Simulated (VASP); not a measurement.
Data:

```xyz
2
Lattice="2.8800 0.0000 0.0000 0.0000 2.8800 0.0000 0.0000 0.0000 2.8800" Properties=species:S:1:pos:R:3 pbc="T T T"
Cr     0.0000     0.0000     0.0000
Cr     1.4400     1.4400     1.4400
```
Starting moments (μB, in the order of the record's atoms Cr Cr): 1.5 -1.5.

Calculation: LDA (Ceperley-Alder, Perdew-Zunger), VASP's LDA PAW potentials (set 64) (plane waves; VASP). Run with 520 eV cut-off, 11×11×11 Γ-centred mesh, first-order Methfessel-Paxton smearing of 0.10 eV, potentials Cr_pv.

Energy and stress use the plane-wave basis of the starting cell.

The ions, cell shape and volume are relaxed. Give the cell that the relaxation ends in.

```xyz
2
Lattice="2.7889 0.0000 0.0000 0.0000 2.7889 0.0000 0.0000 0.0000 2.7889" Properties=species:S:1:pos:R:3 pbc="T T T"
Cr     0.0000     0.0000     0.0000
Cr     1.3945     1.3945     1.3945
```
Space group Im-3m (229), at a tolerance of 0.03 Å. The cell ends with 0.00 μB, on the sites 0.00 0.00 μB.

How do energy and volume change from the first to the last step?

The energy (σ→0) changes by -88.8 meV/atom and the volume by -9.2 %, in 7 ionic steps.

The compound is Cr in the bcc, AFM order structure. This run relaxes it. Symmetry was kept, so distortions that lower it aren't found.
